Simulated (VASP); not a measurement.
# C (Diamond): exact exchange and RPA correlation, part 2 of 2

Wanted: where the RPA puts the energy minimum of C (Diamond). The scan starts from a database cell scaled to its smallest volume. The start is a cell from a database of measured crystal structures.

VASP 6.6.1, plane waves and PAW; the level of theory is named at each step.

So far. Step 28 (Orbitals for comparison: HSE06, volume ratio 1.02): The run ends at a pressure of -23.81 GPa. Step 29 (Comparison: HSE06, volume ratio 1.02): Its energy is -10.5527 eV an atom, on a zero of its own.

**30. Orbitals, volume ratio 1.06**

This step: LDA; plane waves and PAW (C_GW) (VASP 6.6.1).

The same chain follows at a volume ratio of 1.06.

INCAR reads:

```
SYSTEM = C
PREC = Accurate
ENCUT = 460
EDIFF = 1E-08
NELM = 100
ISMEAR = 0
SIGMA = 0.05
LREAL = .FALSE.
ALGO = Normal
GGA = CA
NBANDS = 10
LORBIT = 11
LWAVE = .TRUE.
LCHARG = .FALSE.
KPAR = 4
```

POSCAR reads:

```
C
1.0
    0.0000000000      1.8183469191      1.8183469191
    1.8183469191      0.0000000000      1.8183469191
    1.8183469191      1.8183469191      0.0000000000
C
2
Direct
    0.7500000000      0.7500000000      0.7500000000
    0.5000000000      0.5000000000      0.5000000000
```

KPOINTS reads:

```
Automatic mesh
0
Gamma
8 8 8
0 0 0
```

PAW data sets: C_GW (LDA family, release 64).

Launch:

```sh
$ mpirun -np 4 vasp_std
```

Wall time 1.4 s (4 MPI ranks of AMD EPYC 7R43, shared host); peak memory 0.32 GiB.

The run ends at a pressure of -37.52 GPa.

**31. Exact exchange, volume ratio 1.06**

This step: Hartree-Fock energy on LDA orbitals; plane waves and PAW (C_GW) (VASP 6.6.1).

INCAR reads:

```
SYSTEM = C
PREC = Accurate
ENCUT = 460
ISMEAR = 0
SIGMA = 0.05
LREAL = .FALSE.
GGA = CA
NBANDS = 10
ALGO = Eigenval
NELM = 1
LHFCALC = .TRUE.
AEXX = 1
ALDAC = 0
AGGAC = 0
PRECFOCK = Normal
LWAVE = .FALSE.
LCHARG = .FALSE.
```

POSCAR is that of step 30.

KPOINTS is that of step 30.

The run starts from files that an earlier step left in the folder.

Launch:

```sh
$ mpirun -np 4 vasp_std
```

It took 24 s on 4 MPI ranks; peak memory 0.3 GiB; 94 s of CPU time.

The Hartree-Fock energy on these orbitals is -15.0592 eV an atom.

**32. Empty bands, volume ratio 1.06**

This step: LDA; plane waves and PAW (C_GW) (VASP 6.6.1).

INCAR reads:

```
SYSTEM = C
PREC = Accurate
ENCUT = 460
ISMEAR = 0
SIGMA = 0.05
LREAL = .FALSE.
GGA = CA
NBANDS = 288
ALGO = Exact
NELM = 1
LWAVE = .TRUE.
LCHARG = .FALSE.
LOPTICS = .TRUE.
NEDOS = 1000
CSHIFT = 0.1
```

POSCAR is that of step 31.

KPOINTS is that of step 31.

Launch:

```sh
$ mpirun -np 4 vasp_std
```

Elapsed: 3.2 s, on 4 MPI ranks; peak memory 0.35 GiB.

WAVECAR now holds 288 bands for 8 electrons.

**33. RPA correlation, volume ratio 1.06**

This step: RPA correlation on LDA orbitals; plane waves and PAW (C_GW) (VASP 6.6.1).

INCAR reads:

```
SYSTEM = C
PREC = Accurate
ENCUT = 460
ISMEAR = 0
SIGMA = 0.05
LREAL = .FALSE.
GGA = CA
NBANDS = 288
ALGO = ACFDT
ENCUTGW = 200
NOMEGA = 12
PRECFOCK = Fast
LWAVE = .FALSE.
LCHARG = .FALSE.
```

POSCAR is that of step 32.

KPOINTS is that of step 32.

Launch:

```sh
$ mpirun -np 4 vasp_std
```

Elapsed: 3.1 min, on 4 MPI ranks; peak memory 1.2 GiB; 12 min of CPU time.

The correlation energy is -7.0324 eV an atom, -23 meV against the point before. With exact exchange the total is -22.0916 eV an atom.

**34. Comparison: r2SCAN, volume ratio 1.06**

This step: r2SCAN; plane waves and PAW (C_GW) (VASP 6.6.1).

INCAR reads:

```
SYSTEM = C
PREC = Accurate
ENCUT = 460
EDIFF = 1E-06
NELM = 100
ISMEAR = 0
SIGMA = 0.05
LREAL = .FALSE.
ALGO = Normal
METAGGA = R2SCAN
LASPH = .TRUE.
NBANDS = 10
LWAVE = .FALSE.
LCHARG = .FALSE.
KPAR = 4
```

POSCAR is that of step 33.

KPOINTS is that of step 33.

Launch:

```sh
$ mpirun -np 4 vasp_std
```

It took 4.4 s on 4 MPI ranks; peak memory 0.33 GiB.

Its energy is -18.7844 eV an atom, on a zero of its own.

**35. Orbitals for comparison: HSE06, volume ratio 1.06**

This step: LDA; plane waves and PAW (C_GW) (VASP 6.6.1).

INCAR reads:

```
SYSTEM = C
PREC = Accurate
ENCUT = 460
EDIFF = 1E-05
NELM = 100
ISMEAR = 0
SIGMA = 0.05
LREAL = .FALSE.
ALGO = Normal
GGA = CA
NBANDS = 10
LORBIT = 11
LWAVE = .TRUE.
LCHARG = .FALSE.
KPAR = 4
```

POSCAR is that of step 34.

KPOINTS is that of step 34.

Launch:

```sh
$ mpirun -np 4 vasp_std
```

It took 1.2 s on 4 MPI ranks; peak memory 0.27 GiB.

The run ends at a pressure of -37.50 GPa.

**36. Comparison: HSE06, volume ratio 1.06**

This step: HSE06; plane waves and PAW (C_GW) (VASP 6.6.1).

INCAR reads:

```
SYSTEM = C
PREC = Accurate
ENCUT = 460
EDIFF = 1E-06
NELM = 100
ISMEAR = 0
SIGMA = 0.05
LREAL = .FALSE.
ALGO = Normal
LHFCALC = .TRUE.
AEXX = 0.25
GGA = PE
HFSCREEN = 0.2
LASPH = .TRUE.
NBANDS = 10
PRECFOCK = Fast
LWAVE = .FALSE.
LCHARG = .FALSE.
KPAR = 4
```

POSCAR is that of step 35.

KPOINTS is that of step 35.

The WAVECAR or CHGCAR of an earlier step is read.

Launch:

```sh
$ mpirun -np 4 vasp_std
```

The job ended after 90 s (4 MPI ranks; peak memory 0.7 GiB).

Its energy is -10.5176 eV an atom, on a zero of its own.

**37. Summary**

This step: exact exchange and RPA correlation on LDA orbitals, beside r2SCAN, beside HSE06; plane waves and PAW (VASP 6.6.1).

No new run; the numbers come from the runs before.

This step gave:

* equilibrium volume, EXX+RPA: 5.735 Å³/atom
* bulk modulus: 438.2 GPa

The energy above the lowest point by volume; values in meV/atom:

| volume (Å³/atom) | LDA | EXX | EXX+RPA | r2SCAN | HSE06 |
| --- | --- | --- | --- | --- | --- |
| 5.218 | 24.6 | 32.8 | 72.2 | 49.1 | 33.6 |
| 5.445 | 0 | 1.77 | 21.0 | 9.49 | 2.88 |
| 5.615 | 1.000 | 0 | 3.41 | 0 | 0 |
| 5.785 | 15.0 | 13.2 | 0 | 4.32 | 10.9 |
| 6.012 | 53.7 | 52.7 | 16.8 | 30.7 | 45.9 |

Cost is wall time times ranks on a shared host; the RPA row holds all its steps. Fits of the equation of state:

| level | V0 (Å³/atom) | B0 (GPa) | fit error (meV/atom) | minimum inside the series | cost a point (core minutes) |
| --- | --- | --- | --- | --- | --- |
| LDA | 5.523 | 458.1 | 0.1839 | yes | 0.1 |
| EXX | 5.551 | 504.3 | 0.1384 | yes | 1.85 |
| EXX+RPA | 5.735 | 438.2 | 0.1692 | yes | 14.27 |
| r2SCAN | 5.642 | 448.2 | 0.1577 | yes | 0.33 |
| HSE06 | 5.566 | 466.1 | 0.1622 | yes | 6.61 |

**38. Results**

- LDA: V0 5.523 Å³/atom, B0 458 GPa
- EXX: V0 5.551 Å³/atom, B0 504 GPa
- EXX+RPA: V0 5.735 Å³/atom, B0 438 GPa
- r2SCAN: V0 5.642 Å³/atom, B0 448 GPa
- HSE06: V0 5.566 Å³/atom, B0 466 GPa

In words: Exact exchange with RPA correlation puts the minimum at 5.735 Å³ an atom, with a bulk modulus of 438 GPa. LDA puts the volume 3.7 % below EXX+RPA, at roughly 1/143 of its cost. r2SCAN puts the volume 1.6 % below EXX+RPA, at roughly 1/43 of its cost. HSE06 puts the volume 3.0 % below EXX+RPA, at roughly 1/2 of its cost. Correlation widens the exact-exchange volume by 3.3 %. Exact exchange and correlation are taken on one coarse mesh and aren't self-consistent; the correlation energy is extrapolated in the response cutoff by the program, which at the first volume adds -602 meV an atom to the value at the highest cutoff and varies with the volume; a small fit error says nothing about that part. NBANDS follows the largest plane-wave count of any k point, which rises in steps with the volume. The cheaper functionals share the mesh. Not tabulated here, as repeats of values shown or as unfit to read for their mesh, reference level or band range: eps2 curves (empty bands); eps1 curves and static values (empty bands); gaps (empty bands).

[Long decimals in the printed logs are rounded to 6 places.]

[Lines on the potential files, build, host, timing and source positions are cut from VASP's logs without a mark.]

[Logs are printed without paths, hosts, clocks, repeated set-up lines and the standing remarks that a program may print on its own settings, such as how far it seeks lower states.]

[Hosts, paths, dates, database ids (printed as entryN), source tags and the programs' standing remarks are cut or masked in the printed files.]

[Measured values are set beside computed ones only where the two were judged alike; some that the calculation misses by far are left out.]

[Pressures printed for these runs are not shown converged in the cutoff: they can be off by several GPa and have the wrong sign.]
